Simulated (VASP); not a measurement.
Output of a VASP run:

### OSZICAR
```
       N       E                     dE             d eps       ncg     rms          rms(c)
DAV:   1     0.916364528911E+02    0.91636E+02   -0.10981E+04  4312   0.991E+02
DAV:   2    -0.222353020453E+02   -0.11387E+03   -0.11065E+03  5298   0.243E+02
DAV:   3    -0.306932293293E+02   -0.84579E+01   -0.83575E+01  7358   0.449E+01
DAV:   4    -0.309800542675E+02   -0.28682E+00   -0.28562E+00  5609   0.839E+00
DAV:   5    -0.309877445981E+02   -0.76903E-02   -0.76857E-02  6141   0.130E+00    0.399E+01
DAV:   6    -0.295732527255E+02    0.14145E+01   -0.43863E+00  4671   0.909E+00    0.284E+01
DAV:   7    -0.295025563594E+02    0.70696E-01   -0.19508E+00  6945   0.651E+00    0.574E+00
DAV:   8    -0.294633999032E+02    0.39156E-01   -0.35518E-01  4995   0.287E+00    0.997E-01
DAV:   9    -0.294624697070E+02    0.93020E-03   -0.19865E-02  6115   0.886E-01    0.292E-01
DAV:  10    -0.294623894633E+02    0.80244E-04   -0.12546E-03  6399   0.237E-01    0.787E-02
DAV:  11    -0.294623751948E+02    0.14268E-04   -0.57553E-05  5379   0.495E-02    0.349E-02
DAV:  12    -0.294623753106E+02   -0.11584E-06   -0.77458E-06  5458   0.166E-02
   1 F= -.29462375E+02 E0= -.29416959E+02  d E =-.908321E-01
```

### OUTCAR
```
------------------------ aborting loop because EDIFF is reached ----------------------------------------
  FORCE on cell =-STRESS in cart. coord.  units (eV):
  Direction    XX          YY          ZZ          XY          YZ          ZX
  --------------------------------------------------------------------------------------
  Total       -2.7915603     -2.4096425     -2.0717470     -0.2093036     -0.3873484      0.0140717
  in kB      -51.5095632    -44.4624575    -38.2276464     -3.8620462     -7.1473093      0.2596489
  external PRESSURE =     -44.7332223 kB  Pullay stress =       0.0000000 kB
  volume of cell :       86.83
      direct lattice vectors                 reciprocal lattice vectors
     2.143300000 -5.283775000  0.000000000     0.233285121 -0.094629313  0.000000000
     2.143300000  5.283775000  0.000000000     0.233285121  0.094629313  0.000000000
     0.000000000  0.000000000  3.833650000     0.000000000  0.000000000  0.260848017
 POSITION                                       TOTAL-FORCE (eV/Angst)
 -----------------------------------------------------------------------------------
      2.12903      3.80201      0.96023         0.048224     -0.016789     -0.101991
      2.18568     -3.83589      2.90303        -0.404705      0.271358     -0.157506
      2.13741      0.78953      0.97850         0.203210      0.245289     -0.269372
      2.12108     -0.75565      2.82555         0.153271     -0.499858      0.528868
 -----------------------------------------------------------------------------------
    total drift:                                0.000082      0.000026      0.000129
  FREE ENERGIE OF THE ION-ELECTRON SYSTEM (eV)
  ---------------------------------------------------
  free  energy   TOTEN  =       -29.4623753106 eV

  energy  without entropy=      -29.3715432116  energy(sigma->0) =      -29.41695926
```
(Selected blocks of OUTCAR.)

File POSCAR:
```
YSi
1
    2.1433000000    -5.2837750000     0.0000000000
    2.1433000000     5.2837750000     0.0000000000
    0.0000000000     0.0000000000     3.8336500000
Y Si
2 2
Direct
  0.1368880000   0.8564520000   0.2504740000
  0.8728750000   0.1468990000   0.7572490000
  0.4239140000   0.5733390000   0.2552390000
  0.5663230000   0.4233100000   0.7370380000
```

Question: Reconstruct the remaining input files.

Answer: This is not unique; one that fits is the input of the run itself, LDA (Ceperley-Alder, Perdew-Zunger), plane waves, VASP's LDA PAW potentials (set 64).

**INCAR**
```
# general
SYSTEM  = YSi
PREC    = Accurate
ENCUT   = 300
LREAL   = .False.
LASPH   = .True.

# electronic loop
EDIFF   = 1E-6
NELM    = 100
ALGO    = Normal
LMAXMIX = 4

# smearing
ISMEAR  = -1
SIGMA   = 0.1

# ions
ISIF    = 2

# output
LWAVE   = .False.
LCHARG  = .False.
```

### KPOINTS
```
Automatic mesh
0
G
6 6 6
0 0 0
```

POTCAR, in this order: Y_sv Si (LDA.64 set). Program: vasp_std.

At this cut-off the stress carries a Pulay error, which pulls relaxed volumes low.

The structure comes from a computed database's YSi entry (Cmcm); how it stands against other phases isn't given here. The cell was not relaxed at this level, atoms are displaced from their ideal sites.
